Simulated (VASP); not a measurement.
Given:

```
BeS
1.0
    0.00000     2.43891     2.43891
    2.43891     0.00000     2.43891
    2.43891     2.43891     0.00000
Be S
1 1
Direct
  0.00000   0.00000   0.00000
  0.25000   0.25000   0.25000
```

Computed with PBE GGA, VASP's PBE PAW potentials (set 64) (plane waves; VASP 6.6.1). Run with 520 eV cut-off, Gaussian smearing of 0.050 eV, potentials Be S.

Task: What does the run give for the band gap (along the path) with the smallest direct gap where there is one?

Result: 
```json
{
  "band gap (along the path)": "3.15 eV",
  "smallest direct gap (along the path)": "5.62 eV"
}
```

Total energies compare only between runs with the same potentials, cut-off and functional.

The compound is BeS in the zinc blende structure. It was relaxed first.
